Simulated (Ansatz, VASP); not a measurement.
This is a calculation of Cs3Pt for VASP 6.6.1.

File run.py:

```python
from ase.calculators.vasp import Vasp
from ase.dft.bandgap import bandgap
from ase.io import read

atoms = read('POSCAR')
calc = Vasp(
    directory='calc',
    xc='pbesol',
    pp='PBE',
    setups='materialsproject',
    prec='Accurate',
    encut=520,
    ediff=1e-07,
    ismear=0,
    sigma=0.05,
    lreal=False,
    lasph=True,
    nelm=60,
    algo='Fast',
    isif=2,
    lwave=False,
    lcharg=False,
    kpts=[5, 5, 5],
    gamma=True,
)
atoms.calc = calc

print('energy (eV):', atoms.get_potential_energy())
print('free energy (eV):', atoms.get_potential_energy(force_consistent=True))
print('forces (eV/A):')
print(atoms.get_forces())
print('stress (eV/A^3, Voigt):', atoms.get_stress())
print('Fermi level (eV):', calc.get_fermi_level())
gap, top, bottom = bandgap(calc)
print('band gap (eV):', gap, 'from (spin, k, band)', top, 'to', bottom)
```

File POSCAR:

```
Cs3Pt
1.0
    5.7776530000      0.0000000000      0.0000000000
    0.0000000000      5.7776530000      0.0000000000
    0.0000000000      0.0000000000      5.7776530000
Pt Cs
1 3
Direct
    0.5000000000      0.5000000000      0.5000000000
    0.5000000000      0.0000000000      0.0000000000
    0.0000000000      0.5000000000      0.0000000000
    0.0000000000      0.0000000000      0.5000000000
```

Potentials or basis: VASP PAW PBE potentials, release 64 (Pt, Cs_sv).

The run is started by

```console
$ python run.py
```

Problem. Set up the same calculation for Ansatz 0.2.0. Potentials there: Ansatz PAW.

Solution. As run (the cutoff follows the program's own potentials):

Contents of input.yaml:

```yaml
crystal:
  lattice:
    - [5.777653, 0.0, 0.0]
    - [0.0, 5.777653, 0.0]
    - [0.0, 0.0, 5.777653]
  atoms:
    - { symbol: Pt, position: [0.5, 0.5, 0.5] }
    - { symbol: Cs, position: [0.5, 0.0, 0.0] }
    - { symbol: Cs, position: [0.0, 0.5, 0.0] }
    - { symbol: Cs, position: [0.0, 0.0, 0.5] }
hamiltonian:
  xc: pbesol
  pseudopotentials: { kind: paw }
kpoints:
  mp_grid: { grid: [5, 5, 5] }
scf:
  occupations: { method: gaussian, width: 0.05 }
output:
  forces: true
  stress: true
  eigenvalues: true
```

Potentials or basis: Ansatz PAW.

Launch:

```console
$ ansatz run input.yaml --threads 2 --pin off --max-ram 5632MiB --backend cpu --events-out ev --progress --plain --runs-dir out
```

Both were run:

|  | VASP | Ansatz | Ansatz less VASP |
| --- | --- | --- | --- |
| gap on the k mesh at the Fermi level (eV) | none | none | - |
| pressure (GPa) | -1.3 | -1.3 | -0.03 |

A gap of «none» marks a metal or a gap that the smearing closes. The functional is the same, so the differences come from potentials, cutoffs and numerics. The two sets of potentials don't hold the same shells in valence.

Caveats: the PAW data sets were made with another functional, which shifts forces and pressure a little (VASP); the PAW data sets come from PBE, with cores solved anew for the run's functional, which leaves a small shift of forces and pressure (Ansatz). Spin-orbit coupling is left out, which matters for the levels of Cs, Pt.
